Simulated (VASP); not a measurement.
# Zn2Se: phonons from a supercell

Aim: the phonon dispersion and thermal properties of Zn2Se. The cell is invented: it takes the structure of a Materials Project entry for Cu2Se (space group 225 there), with some of its atoms replaced by other elements, volume scaled by an estimate. It may not be a known or stable phase.

Main program and level: VASP 6.6.1; PBE; plane waves and PAW (Se, Zn); invented cell.

This is a report of a sequence of runs, with most program output left out.

**1. The structure**

Symmetry: Fm-3m, No. 225, cubic system. Conventional cell: a = 6.170 Å, b = 6.170 Å, c = 6.170 Å, α = 90.00°, β = 90.00°, γ = 90.00°. Nearest to Se lie 8 Zn at 2.67 Å. Zn has 4 Se at 2.67 Å nearest. It derives from Cu2Se. It takes the structure of a Materials Project entry for Cu2Se (space group 225 there), with some of its atoms replaced by other elements, volume scaled by an estimate. Farther neighbours and most contacts between anions are not listed.

Coordinates:

```xyz
3
Lattice="0.0000 3.0850 3.0850 3.0850 0.0000 3.0850 3.0850 3.0850 0.0000" Properties=species:S:1:pos:R:3 pbc="T T T"
Se    0.0000    0.0000    0.0000
Zn    4.6276    4.6276    4.6276
Zn    1.5425    1.5425    1.5425
```

**2. Relax the host**

First cell and atoms are relaxed at a raised cutoff, so that later runs start from this functional's own cell.

INCAR

```
SYSTEM = Zn2Se
PREC = Accurate
ENCUT = 360
EDIFF = 1E-06
NELM = 120
ISMEAR = 0
SIGMA = 0.05
LREAL = .FALSE.
ALGO = Normal
GGA = PE
NBANDS = 21
LORBIT = 11
LWAVE = .FALSE.
LCHARG = .FALSE.
KPAR = 4
IBRION = 2
NSW = 40
ISIF = 3
EDIFFG = -0.02
POTIM = 0.4
```

POSCAR

```
Zn2Se
1.0
    0.0000000000      3.0850410000      3.0850410000
    3.0850410000      0.0000000000      3.0850410000
    3.0850410000      3.0850410000      0.0000000000
Se Zn
1 2
Direct
    0.0000000000      0.0000000000      0.0000000000
    0.7500000000      0.7500000000      0.7500000000
    0.2500000000      0.2500000000      0.2500000000
```

KPOINTS

```
Automatic mesh
0
Gamma
5 5 5
0 0 0
```

PAW data sets: Se and Zn (PBE family, release 64).

Started as:

```bash
$ mpirun -np 4 vasp_std
```

It took 7.4 s on 4 MPI ranks of AMD EPYC 9R14 (Zen 4), shared host; peak memory 0.52 GiB.

The k-mesh is coarse for a metal. After so large a change of volume the plane waves of the start cell no longer fit, so the final stress carries a basis-set error. The run keeps the 48 symmetry operations of its start, so it cannot find a distortion of lower symmetry.

The steps of the relaxation:

```
step  energy less that of the first step (eV)  largest force (eV/Å)  pressure (GPa)  volume (Å³)
   1                                   0.0000                0.0000            6.20        58.72
   2                                  -0.1139                0.0000            1.15        64.02
   3                                  -0.1192                0.0000           -0.28        66.00
   4                                  -0.1195                0.0000            0.13        65.60
```

```
conventional cell, symmetrised  before  after   change
                         a (Å)   6.170  6.402   +3.8 %
                         b (Å)   6.170  6.402   +3.8 %
                         c (Å)   6.170  6.402   +3.8 %
              volume (Å³/atom)   19.57  21.87  +11.7 %
```

The relaxed structure:

```cif
data_structure
_symmetry_space_group_name_H-M 'P 1'
_symmetry_Int_Tables_number 1
_cell_length_a 4.5270
_cell_length_b 4.5270
_cell_length_c 4.5270
_cell_angle_alpha 60.000
_cell_angle_beta 60.000
_cell_angle_gamma 60.000
_cell_volume 65.60
loop_
_atom_site_label
_atom_site_type_symbol
_atom_site_fract_x
_atom_site_fract_y
_atom_site_fract_z
_atom_site_occupancy
Se1 Se 0.00000 0.00000 0.00000 1
Zn2 Zn 0.75000 0.75000 0.75000 1
Zn3 Zn 0.25000 0.25000 0.25000 1
```

This step gave:

- electronic cycles: 38
- electrons: 30
- free energy (TOTEN): -5.435 eV
- energy at zero smearing: -5.433 eV
- Fermi energy: 3.100 eV
- pressure: 0.1253 GPa
- labelled metallic, from the levels on this mesh: yes

The run ended after 4 ionic steps, 0.119 eV below its first step, once forces and stress met EDIFFG = -0.02.

Semilocal functionals make gaps too small and can close small ones, so a metal at this level may be a semiconductor in fact.

**3. Tight relaxation**

Force constants are second derivatives, so residual forces and stress must first be far smaller than in an ordinary relaxation. Smearing, mesh and cutoff differ from the relaxation before, which can move the cell too.

INCAR

```
SYSTEM = Zn2Se
PREC = Accurate
ENCUT = 350
EDIFF = 1E-08
NELM = 120
ISMEAR = 1
SIGMA = 0.2
LREAL = .FALSE.
ALGO = Fast
GGA = PE
NBANDS = 21
LORBIT = 11
LWAVE = .FALSE.
LCHARG = .FALSE.
KPAR = 4
IBRION = 1
NSW = 30
ISIF = 3
EDIFFG = -0.002
POTIM = 0.4
```

POSCAR

```
Zn2Se
1.0
    0.0000000000      3.2010780896      3.2010780896
    3.2010780896      0.0000000000      3.2010780896
    3.2010780896      3.2010780896      0.0000000000
Se Zn
1 2
Direct
    0.0000000000      0.0000000000      0.0000000000
    0.7500000000      0.7500000000      0.7500000000
    0.2500000000      0.2500000000      0.2500000000
```

KPOINTS

```
Automatic mesh
0
Gamma
9 9 9
0 0 0
```

Started as:

```bash
$ mpirun -np 4 vasp_std
```

Run time: 18 s. Hardware: 4 MPI ranks; peak memory 0.57 GiB; 70 s of CPU time.

Step by step:

```
step  energy less that of the first step (eV)  largest force (eV/Å)  pressure (GPa)  volume (Å³)
   1                                   0.0000                0.0000            0.45        65.60
   2                                  -0.0008                0.0000            0.14        66.07
   3                                  -0.0009                0.0000            0.02        66.28
   4                                  -0.0009                0.0000           -0.01        66.30
```

```
conventional cell, symmetrised  before  after  change
                         a (Å)   6.402  6.425  +0.4 %
                         b (Å)   6.402  6.425  +0.4 %
                         c (Å)   6.402  6.425  +0.4 %
              volume (Å³/atom)   21.87  22.10  +1.1 %
```

Final coordinates:

```cif
data_structure
_symmetry_space_group_name_H-M 'P 1'
_symmetry_Int_Tables_number 1
_cell_length_a 4.5431
_cell_length_b 4.5431
_cell_length_c 4.5431
_cell_angle_alpha 60.000
_cell_angle_beta 60.000
_cell_angle_gamma 60.000
_cell_volume 66.30
loop_
_atom_site_label
_atom_site_type_symbol
_atom_site_fract_x
_atom_site_fract_y
_atom_site_fract_z
_atom_site_occupancy
Se1 Se 0.00000 0.00000 0.00000 1
Zn2 Zn 0.75000 0.75000 0.75000 1
Zn3 Zn 0.25000 0.25000 0.25000 1
```

Numbers from this step:

```
electronic cycles       : 45
free energy (TOTEN)     : -5.465 eV
energy at zero smearing : -5.464 eV
Fermi energy            : 2.623 eV
pressure                : -0.01073 GPa
```

The run ended after 4 ionic steps, 0.001 eV below its first step, once forces and stress met EDIFFG = -0.002.

**4. Force constants in the supercell**

System of this step: Zn2Se. The structure is cubic, space group Fm-3m (No. 225). Conventional cell: a = 6.425 Å, b = 6.425 Å, c = 6.425 Å, α = 90.00°, β = 90.00°, γ = 90.00°. Se has 8 Zn at 2.78 Å nearest. Nearest to Zn lie 4 Se at 2.78 Å. it takes the structure of a Materials Project entry for Cu2Se (space group 225 there), with some of its atoms replaced by other elements, volume scaled by an estimate. Farther neighbours and most contacts between anions are not listed.

Each independent atom is moved by 0.015 Å both ways; the forces give the force constants out to half the supercell.

INCAR

```
SYSTEM = Zn2Se
PREC = Accurate
ENCUT = 350
EDIFF = 1E-07
NELM = 120
ISMEAR = 1
SIGMA = 0.2
LREAL = .FALSE.
ALGO = Fast
GGA = PE
NBANDS = 148
LWAVE = .FALSE.
LCHARG = .FALSE.
KPAR = 4
IBRION = 6
NSW = 1
NFREE = 2
POTIM = 0.015
ISIF = 0
ADDGRID = .TRUE.
```

POSCAR

```
Zn2Se
1.0
    0.0000000000      6.4248842340      6.4248842340
    6.4248842340      0.0000000000      6.4248842340
    6.4248842340      6.4248842340      0.0000000000
Se Zn
8 16
Direct
    0.0000000000      0.0000000000      0.0000000000
    0.0000000000      0.0000000000      0.5000000000
    0.0000000000      0.5000000000      0.0000000000
    0.0000000000      0.5000000000      0.5000000000
    0.5000000000      0.0000000000      0.0000000000
    0.5000000000      0.0000000000      0.5000000000
    0.5000000000      0.5000000000      0.0000000000
    0.5000000000      0.5000000000      0.5000000000
    0.3750000000      0.3750000000      0.3750000000
    0.3750000000      0.3750000000      0.8750000000
    0.3750000000      0.8750000000      0.3750000000
    0.3750000000      0.8750000000      0.8750000000
    0.8750000000      0.3750000000      0.3750000000
    0.8750000000      0.3750000000      0.8750000000
    0.8750000000      0.8750000000      0.3750000000
    0.8750000000      0.8750000000      0.8750000000
    0.1250000000      0.1250000000      0.1250000000
    0.1250000000      0.1250000000      0.6250000000
    0.1250000000      0.6250000000      0.1250000000
    0.1250000000      0.6250000000      0.6250000000
    0.6250000000      0.1250000000      0.1250000000
    0.6250000000      0.1250000000      0.6250000000
    0.6250000000      0.6250000000      0.1250000000
    0.6250000000      0.6250000000      0.6250000000
```

KPOINTS

```
Automatic mesh
0
Gamma
4 4 4
0 0 0
```

Started as:

```bash
$ mpirun -np 4 vasp_std
```

It took 10 min on 4 MPI ranks; peak memory 5 GiB.

The last energy, forces, stress and levels in OUTCAR belong to the last displaced cell, not to the cell of POSCAR.

This step gave:

```yaml
electrons: 240
lowest_frequency: -141.0 cm⁻¹
highest_frequency: 126.7 cm⁻¹
dynamically_stable: no
```

No long-range dipole term. The phonon branches at the labelled points (cm⁻¹):

```
          point  branch 1  branch 2  branch 3  branch 4  branch 5  branch 6  branch 7  branch 8  branch 9
              Γ         0         0         0        61        61        61       110       110       110
0.47 of the way       -74        26        26        61        67        67        88       119       119
              X      -141        35        35        57        59        59        88       127       127
0.53 of the way      -123       -31        34        54        64        71        94       115       126
              W       -84       -84        33        52        66        92        92        98       125
0.47 of the way      -103       -57        31        53        66        82        97       104       124
              K      -111       -32        22        56        63        77        96       112       121
0.47 of the way       -51       -24         4        62        67        77       101       110       111
              Γ         0         0         0        61        61        61       110       110       110
0.53 of the way       -39         7         7        65        65        72       100       112       112
              L       -70        22        22        62        62        89        94       115       115
0.47 of the way       -74       -36        16        60        64        90        96       106       116
              U      -111       -32        22        56        63        77        96       112       121
0.47 of the way      -105       -53        30        54        65        81        97       106       124
              W       -84       -84        33        52        66        92        92        98       125
0.47 of the way       -75       -56        23        57        66        92        95       101       119
              L       -70        22        22        62        62        89        94       115       115
0.47 of the way       -74       -36        16        60        64        90        96       106       116
              K      -111       -32        22        56        63        77        96       112       121
      jump to U      -111       -32        22        56        63        77        96       112       121
0.47 of the way      -132        22        31        56        61        66        91       122       125
              X      -141        35        35        57        59        59        88       127       127
```

The phonon density of states has structure finer than the step of the table below, so its rows give means over 10 cm⁻¹, whole bins alone (the curve runs from -167 to 153 cm⁻¹). Peaks (cm⁻¹: height): 20.3: 0.0648, 65.2: 0.296, 95.7: 0.181, 114.9: 0.126.

Phonon density of states against frequency; means over each step:

```
frequency (cm⁻¹)  phonon density of states (states/cm⁻¹/cell)
            -150                                            0
            -140                                       9.5e-4
            -130                                      0.00384
            -120                                      0.00573
            -110                                      0.00746
            -100                                      0.00934
             -90                                       0.0124
             -80                                       0.0156
             -70                                       0.0235
             -60                                       0.0172
             -50                                       0.0160
             -40                                       0.0153
             -30                                       0.0144
             -20                                       0.0166
             -10                                       0.0154
               0                                       0.0120
              10                                       0.0177
              20                                       0.0526
              30                                       0.0425
              40                                       9.2e-5
              50                                       0.0118
              60                                        0.133
              70                                       0.0961
              80                                       0.0339
              90                                       0.0641
             100                                       0.0767
             110                                       0.0796
             120                                       0.0902
             130                                      0.00751
             140                                            0
```

**5. What came out**

- highest frequency: 127 cm⁻¹
- lowest frequency: -141 cm⁻¹

The spectrum reaches 127 cm⁻¹, and its lowest point lies at -141 cm⁻¹. Imaginary modes (printed as negative) make the structure unstable in the harmonic picture at these settings. Where their wave vectors fit the supercell they are computed directly; elsewhere they may come from the interpolation. Frequencies between the wave vectors that fit the supercell are interpolated.

[Lines on the potential files, build, host, timing and source positions are cut from VASP's logs without a mark.]

[Logs are printed without paths, hosts, clocks, repeated set-up lines and the standing remarks that a program may print on its own settings, such as how far it seeks lower states.]

[Hosts, paths, dates, database ids (printed as entryN), source tags and the programs' standing remarks are cut or masked in the printed files.]

[Runs that stopped without an error message from VASP are left out.]
